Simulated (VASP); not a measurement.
Output of a VASP run:

**OUTCAR**
```
 ion  position               nearest neighbor table
   1  0.500  0.000  0.000-  33 2.70  46 2.70  54 2.70  62 2.70
   2  0.750  0.250  0.000-  33 2.70  34 2.70  44 2.70  55 2.70
   3  0.750  0.000  0.250-  33 2.70  35 2.70  39 2.70  49 2.70
   4  0.000  0.000  0.000-  36 2.70  39 2.70  44 2.70  63 2.70
   5  0.250  0.250  0.000-  36 2.70  37 2.70  54 2.70  60 2.70
   6  0.500  0.500  0.000-  37 2.70  38 2.70  55 2.70  61 2.70
   7  0.750  0.750  0.000-  38 2.70  39 2.70  56 2.70  62 2.70
   8  0.250  0.000  0.250-  36 2.70  40 2.70  46 2.70  57 2.70
   9  0.498  0.246  0.254-  40 2.63  33 2.71  37 2.73
  10  0.750  0.504  0.253-  41 2.64  38 2.69  34 2.74
  11  0.500  0.000  0.500-  40 2.70  42 2.70  49 2.70  59 2.70
  12  0.754  0.254  0.498-  43 2.65  35 2.69  42 2.76
  13  0.750  0.000  0.750-  42 2.70  44 2.70  53 2.70  62 2.70
  14  0.000  0.500  0.000-  34 2.70  45 2.70  56 2.70  60 2.70
  15  0.250  0.750  0.000-  45 2.70  46 2.70  61 2.70  63 2.70
  16  0.000  0.250  0.250-  34 2.70  35 2.70  36 2.70  47 2.70
  17  0.250  0.500  0.250-  37 2.70  45 2.70  47 2.70  48 2.70
  18  0.500  0.750  0.250-  38 2.70  46 2.70  48 2.70  49 2.70
  19  0.000  0.000  0.500-  35 2.70  50 2.70  53 2.70  57 2.70
  20  0.250  0.250  0.500-  40 2.70  47 2.70  50 2.70  51 2.70
  21  0.501  0.504  0.501-  52 2.65  48 2.69  51 2.72
  22  0.750  0.750  0.500-  41 2.70  49 2.70  52 2.70  53 2.70
  23  0.250  0.000  0.750-  50 2.70  54 2.70  59 2.70  63 2.70
  24  0.500  0.250  0.750-  42 2.70  51 2.70  54 2.70  55 2.70
  25  0.750  0.500  0.750-  43 2.70  52 2.70  55 2.70  56 2.70
  26  0.000  0.750  0.250-  39 2.70  41 2.70  45 2.70  57 2.70
  27  0.000  0.500  0.500-  41 2.70  43 2.70  47 2.70  58 2.70
  28  0.250  0.750  0.500-  48 2.70  57 2.70  58 2.70  59 2.70
  29  0.000  0.250  0.750-  43 2.70  44 2.70  50 2.70  60 2.70
  30  0.250  0.500  0.750-  51 2.70  58 2.70  60 2.70  61 2.70
  31  0.500  0.750  0.750-  52 2.70  59 2.70  61 2.70  62 2.70
  32  0.000  0.750  0.750-  53 2.70  56 2.70  58 2.70  63 2.70
  33  0.625  0.125  0.125-   1 2.70   2 2.70   3 2.70   9 2.71
  34  0.875  0.375  0.125-   2 2.70  14 2.70  16 2.70  10 2.74
  35  0.875  0.125  0.375-  12 2.69   3 2.70  16 2.70  19 2.70
  36  0.125  0.125  0.125-   4 2.70   5 2.70   8 2.70  16 2.70
  37  0.375  0.375  0.125-   5 2.70   6 2.70  17 2.70   9 2.73
  38  0.625  0.625  0.125-  10 2.69   7 2.70   6 2.70  18 2.70
  39  0.875  0.875  0.125-   3 2.70   4 2.70   7 2.70  26 2.70
  40  0.375  0.125  0.375-   9 2.63   8 2.70  11 2.70  20 2.70
  41  0.875  0.625  0.375-  10 2.64  22 2.70  26 2.70  27 2.70
  42  0.625  0.125  0.625-  11 2.70  13 2.70  24 2.70  12 2.76
  43  0.875  0.375  0.625-  12 2.65  25 2.70  27 2.70  29 2.70
  44  0.875  0.125  0.875-   2 2.70   4 2.70  13 2.70  29 2.70
  45  0.125  0.625  0.125-  14 2.70  15 2.70  17 2.70  26 2.70
  46  0.375  0.875  0.125-   1 2.70   8 2.70  15 2.70  18 2.70
  47  0.125  0.375  0.375-  16 2.70  17 2.70  20 2.70  27 2.70
  48  0.375  0.625  0.375-  21 2.69  18 2.70  17 2.70  28 2.70
  49  0.625  0.875  0.375-   3 2.70  11 2.70  18 2.70  22 2.70
  50  0.125  0.125  0.625-  19 2.70  20 2.70  23 2.70  29 2.70
  51  0.375  0.375  0.625-  20 2.70  24 2.70  30 2.70  21 2.72
  52  0.625  0.625  0.625-  21 2.65  22 2.70  25 2.70  31 2.70
  53  0.875  0.875  0.625-  13 2.70  19 2.70  22 2.70  32 2.70
  54  0.375  0.125  0.875-   1 2.70   5 2.70  23 2.70  24 2.70
  55  0.625  0.375  0.875-   2 2.70   6 2.70  24 2.70  25 2.70
  56  0.875  0.625  0.875-   7 2.70  14 2.70  25 2.70  32 2.70
  57  0.125  0.875  0.375-   8 2.70  19 2.70  26 2.70  28 2.70
  58  0.125  0.625  0.625-  27 2.70  28 2.70  30 2.70  32 2.70
  59  0.375  0.875  0.625-  11 2.70  23 2.70  28 2.70  31 2.70
  60  0.125  0.375  0.875-   5 2.70  14 2.70  29 2.70  30 2.70
  61  0.375  0.625  0.875-   6 2.70  15 2.70  30 2.70  31 2.70
  62  0.625  0.875  0.875-   1 2.70   7 2.70  13 2.70  31 2.70
  63  0.125  0.875  0.875-   4 2.70  15 2.70  23 2.70  32 2.70
 Subroutine IBZKPT returns following result:
 Found      1 irreducible k-points:

 Following reciprocal coordinates:
            Coordinates               Weight
  0.000000  0.000000  0.000000      1.000000
   k-points           NKPTS =      1   k-points in BZ     NKDIM =      1   number of bands    NBANDS=    158
   number of dos      NEDOS =    301   number of ions     NIONS =     63
   total plane-waves  NPLWV = 262144
   dimension x,y,z NGX =    64 NGY =   64 NGZ =   64
   dimension x,y,z NGXF=   128 NGYF=  128 NGZF=  128
   ions per type =              32  31
   PREC   = normal    normal or accurate (medium, high low for compatibility)
   ISTART =      0    job   : 0-new  1-cont  2-samecut
   ICHARG =      2    charge: 1-file 2-atom 10-const
   ISPIN  =      2    spin polarized calculation?
...
```

OSZICAR:
```
...
RMM:   2    -0.223865727373E+03   -0.79788E-02   -0.99476E-02   632   0.522E-01    0.147E-01
RMM:   3    -0.223867152765E+03   -0.14254E-02   -0.14865E-02   659   0.215E-01    0.624E-02
RMM:   4    -0.223867374227E+03   -0.22146E-03   -0.24912E-03   689   0.879E-02    0.497E-02
RMM:   5    -0.223867395866E+03   -0.21639E-04   -0.43590E-04   653   0.426E-02    0.210E-02
RMM:   6    -0.223867408989E+03   -0.13123E-04   -0.10377E-04   627   0.209E-02    0.924E-03
RMM:   7    -0.223867409062E+03   -0.72827E-07   -0.20834E-05   405   0.915E-03
   3 F= -.22386741E+03 E0= -.22382894E+03  d E =-.922988E-01  mag=     3.0000
       N       E                     dE             d eps       ncg     rms          rms(c)
DAV:   1    -0.223868798346E+03   -0.13894E-02   -0.72617E-02   656   0.501E-01    0.117E-01
RMM:   2    -0.223869243854E+03   -0.44551E-03   -0.56193E-03   632   0.124E-01    0.354E-02
RMM:   3    -0.223869322058E+03   -0.78203E-04   -0.82560E-04   651   0.507E-02    0.143E-02
RMM:   4    -0.223869334306E+03   -0.12248E-04   -0.14137E-04   656   0.207E-02    0.115E-02
RMM:   5    -0.223869335091E+03   -0.78570E-06   -0.24281E-05   414   0.100E-02
   4 F= -.22386934E+03 E0= -.22383084E+03  d E =-.942249E-01  mag=     3.0000
       N       E                     dE             d eps       ncg     rms          rms(c)
DAV:   1    -0.223875017531E+03   -0.56832E-02   -0.71719E-02   664   0.526E-01    0.133E-01
RMM:   2    -0.223875314653E+03   -0.29712E-03   -0.47833E-03   632   0.119E-01    0.391E-02
RMM:   3    -0.223875373783E+03   -0.59130E-04   -0.75987E-04   642   0.501E-02    0.186E-02
RMM:   4    -0.223875385612E+03   -0.11830E-04   -0.14431E-04   687   0.215E-02    0.151E-02
RMM:   5    -0.223875387072E+03   -0.14598E-05   -0.23664E-05   402   0.101E-02
   5 F= -.22387539E+03 E0= -.22383687E+03  d E =-.605198E-02  mag=     3.0000
       N       E                     dE             d eps       ncg     rms          rms(c)
DAV:   1    -0.223877430551E+03   -0.20449E-02   -0.63837E-02   704   0.496E-01    0.127E-01
RMM:   2    -0.223877692488E+03   -0.26194E-03   -0.43099E-03   632   0.113E-01    0.375E-02
RMM:   3    -0.223877747604E+03   -0.55115E-04   -0.69856E-04   642   0.478E-02    0.177E-02
RMM:   4    -0.223877759067E+03   -0.11463E-04   -0.13473E-04   690   0.207E-02    0.145E-02
RMM:   5    -0.223877760475E+03   -0.14083E-05   -0.20820E-05   395   0.956E-03
   6 F= -.22387776E+03 E0= -.22383924E+03  d E =-.842538E-02  mag=     3.0000
       N       E                     dE             d eps       ncg     rms          rms(c)
DAV:   1    -0.223877846288E+03   -0.87221E-04   -0.36065E-03   728   0.118E-01    0.311E-02
RMM:   2    -0.223877860995E+03   -0.14708E-04   -0.24855E-04   632   0.270E-02    0.924E-03
RMM:   3    -0.223877864548E+03   -0.35522E-05   -0.41538E-05   451   0.117E-02    0.446E-03
RMM:   4    -0.223877865254E+03   -0.70647E-06   -0.70736E-06   358   0.509E-03
   7 F= -.22387787E+03 E0= -.22383935E+03  d E =-.853016E-02  mag=     3.0000
       N       E                     dE             d eps       ncg     rms          rms(c)
DAV:   1    -0.223879240441E+03   -0.13759E-02   -0.30695E-02   656   0.334E-01    0.696E-02
RMM:   2    -0.223879386829E+03   -0.14639E-03   -0.18642E-03   632   0.746E-02    0.217E-02
RMM:   3    -0.223879414658E+03   -0.27828E-04   -0.29915E-04   656   0.311E-02    0.104E-02
RMM:   4    -0.223879419096E+03   -0.44387E-05   -0.49084E-05   460   0.130E-02
   8 F= -.22387942E+03 E0= -.22384091E+03  d E =-.155384E-02  mag=     3.0000
```

**OUTCAR**
```
------------------------ aborting loop because EDIFF is reached ----------------------------------------
  FORCE on cell =-STRESS in cart. coord.  units (eV):
  Direction    XX          YY          ZZ          XY          YZ          ZX
  --------------------------------------------------------------------------------------
  Total       10.3656648     10.4320864     10.1673362     -0.0657253     -0.0252070     -0.0210345
  in kB        8.6069968      8.6621492      8.4423172     -0.0545742     -0.0209303     -0.0174657
  external PRESSURE =       8.5704877 kB  Pullay stress =       0.0000000 kB
  volume of cell :     1929.55
      direct lattice vectors                 reciprocal lattice vectors
    12.449503558  0.000000000  0.000000000     0.080324488  0.000000000  0.000000000
     0.000000000 12.449503558  0.000000000     0.000000000  0.080324488  0.000000000
     0.000000000  0.000000000 12.449503558     0.000000000  0.000000000  0.080324488
  FREE ENERGIE OF THE ION-ELECTRON SYSTEM (eV)
  ---------------------------------------------------
  free  energy   TOTEN  =      -223.8794190963 eV

  energy  without entropy=     -223.8023981754  energy(sigma->0) =     -223.84090864

 total charge

# of ion       s       p       d       tot
------------------------------------------
    1        1.113   1.057   0.082   2.252
    2        1.109   1.077   0.083   2.269
    3        1.109   1.079   0.084   2.272
    4        1.110   1.071   0.083   2.264
    5        1.113   1.056   0.082   2.251
    6        1.109   1.077   0.083   2.269
    7        1.113   1.056   0.082   2.251
    8        1.113   1.058   0.082   2.254
    9        1.172   0.890   0.061   2.123
   10        1.172   0.888   0.061   2.121
   11        1.109   1.079   0.084   2.271
   12        1.173   0.885   0.061   2.118
   13        1.114   1.055   0.082   2.250
   14        1.114   1.056   0.082   2.251
   15        1.110   1.071   0.083   2.264
   16        1.109   1.080   0.084   2.272
   17        1.109   1.079   0.084   2.271
   18        1.109   1.081   0.084   2.274
   19        1.113   1.057   0.082   2.252
   20        1.109   1.080   0.084   2.272
   21        1.171   0.891   0.061   2.123
   22        1.109   1.082   0.084   2.275
   23        1.110   1.071   0.083   2.264
   24        1.109   1.077   0.083   2.269
   25        1.109   1.080   0.084   2.273
   26        1.114   1.057   0.082   2.253
   27        1.109   1.082   0.084   2.274
   28        1.113   1.057   0.082   2.252
   29        1.114   1.057   0.082   2.252
   30        1.114   1.056   0.082   2.251
   31        1.114   1.058   0.082   2.253
   32        1.110   1.070   0.083   2.263
   33        1.137   1.317   0.023   2.477
   34        1.137   1.316   0.023   2.477
   35        1.137   1.316   0.023   2.476
   36        1.133   1.329   0.023   2.485
   37        1.138   1.316   0.023   2.477
   38        1.138   1.316   0.023   2.476
   39        1.133   1.329   0.023   2.485
   40        1.137   1.317   0.023   2.477
   41        1.137   1.317   0.023   2.477
   42        1.138   1.315   0.023   2.476
   43        1.138   1.316   0.023   2.476
   44        1.133   1.328   0.023   2.484
   45        1.133   1.329   0.023   2.485
   46        1.133   1.329   0.023   2.485
   47        1.135   1.330   0.023   2.488
   48        1.137   1.317   0.023   2.477
...
```
(Selected blocks of OUTCAR.)

File POSCAR:
```
Ga32Sb31
1
   12.4495035576    -0.0000000000    -0.0000000000
   -0.0000000000    12.4495035576     0.0000000000
    0.0000000000     0.0000000000    12.4495035576
Ga Sb
32 31
Direct
  0.5000000000   0.0000000000   0.0000000000
  0.7500000000   0.2500000000   0.0000000000
  0.7500000000   0.0000000000   0.2500000000
  0.0000000000   0.0000000000   0.0000000000
  0.2500000000   0.2500000000   0.0000000000
  0.5000000000   0.5000000000   0.0000000000
  0.7500000000   0.7500000000   0.0000000000
  0.2500000000   0.0000000000   0.2500000000
  0.4980090000   0.2464700000   0.2535020000
  0.7503820000   0.5038300000   0.2532570000
  0.5000000000   0.0000000000   0.5000000000
  0.7536540000   0.2539560000   0.4983730000
  0.7500000000   0.0000000000   0.7500000000
  0.0000000000   0.5000000000   0.0000000000
  0.2500000000   0.7500000000   0.0000000000
  0.0000000000   0.2500000000   0.2500000000
  0.2500000000   0.5000000000   0.2500000000
  0.5000000000   0.7500000000   0.2500000000
  0.0000000000   0.0000000000   0.5000000000
  0.2500000000   0.2500000000   0.5000000000
  0.5009950000   0.5038390000   0.5013570000
  0.7500000000   0.7500000000   0.5000000000
  0.2500000000   0.0000000000   0.7500000000
  0.5000000000   0.2500000000   0.7500000000
  0.7500000000   0.5000000000   0.7500000000
  0.0000000000   0.7500000000   0.2500000000
  0.0000000000   0.5000000000   0.5000000000
  0.2500000000   0.7500000000   0.5000000000
  0.0000000000   0.2500000000   0.7500000000
  0.2500000000   0.5000000000   0.7500000000
  0.5000000000   0.7500000000   0.7500000000
  0.0000000000   0.7500000000   0.7500000000
  0.6250000000   0.1250000000   0.1250000000
  0.8750000000   0.3750000000   0.1250000000
  0.8750000000   0.1250000000   0.3750000000
  0.1250000000   0.1250000000   0.1250000000
  0.3750000000   0.3750000000   0.1250000000
  0.6250000000   0.6250000000   0.1250000000
  0.8750000000   0.8750000000   0.1250000000
  0.3750000000   0.1250000000   0.3750000000
  0.8750000000   0.6250000000   0.3750000000
  0.6250000000   0.1250000000   0.6250000000
  0.8750000000   0.3750000000   0.6250000000
  0.8750000000   0.1250000000   0.8750000000
  0.1250000000   0.6250000000   0.1250000000
  0.3750000000   0.8750000000   0.1250000000
  0.1250000000   0.3750000000   0.3750000000
  0.3750000000   0.6250000000   0.3750000000
  0.6250000000   0.8750000000   0.3750000000
  0.1250000000   0.1250000000   0.6250000000
  0.3750000000   0.3750000000   0.6250000000
  0.6250000000   0.6250000000   0.6250000000
  0.8750000000   0.8750000000   0.6250000000
  0.3750000000   0.1250000000   0.8750000000
  0.6250000000   0.3750000000   0.8750000000
  0.8750000000   0.6250000000   0.8750000000
  0.1250000000   0.8750000000   0.3750000000
  0.1250000000   0.6250000000   0.6250000000
  0.3750000000   0.8750000000   0.6250000000
  0.1250000000   0.3750000000   0.8750000000
  0.3750000000   0.6250000000   0.8750000000
  0.6250000000   0.8750000000   0.8750000000
  0.1250000000   0.8750000000   0.8750000000
```

### Question
Reconstruct the remaining input files.

### Answer
Several could match; the one computed here: the input of the run itself, PBE GGA, plane waves, VASP's PBE PAW potentials (set 64).

**KPOINTS**
```
Automatic mesh
0
G
1 1 1
0 0 0
```

**INCAR**
```
ALGO = Fast
EDIFF = 1E-5
EDIFFG = -0.03
ENCUT = 400
GGA = PE
IBRION = 2
ISIF = 2
ISMEAR = 0
ISPIN = 2
ISYM = 0
LASPH = .TRUE.
LCHARG = .FALSE.
LMAXMIX = 4
LORBIT = 10
LREAL = Auto
LWAVE = .FALSE.
MAGMOM = 63*0.0476
NELM = 100
NELMIN = 4
NSW = 60
NUPDOWN = 3
PREC = Normal
SIGMA = 0.05
SYSTEM = Ga32Sb31
```

POTCAR, in this order: Ga Sb (PBE.64 set). Program: vasp_gam.

The supercell is sampled at Γ alone, which is coarse: total energies, pressure and levels can be off, energies of defects by several tenths of an eV.

The cell is a supercell with a defect, built from GaSb (zinc blende): vac_Sb.
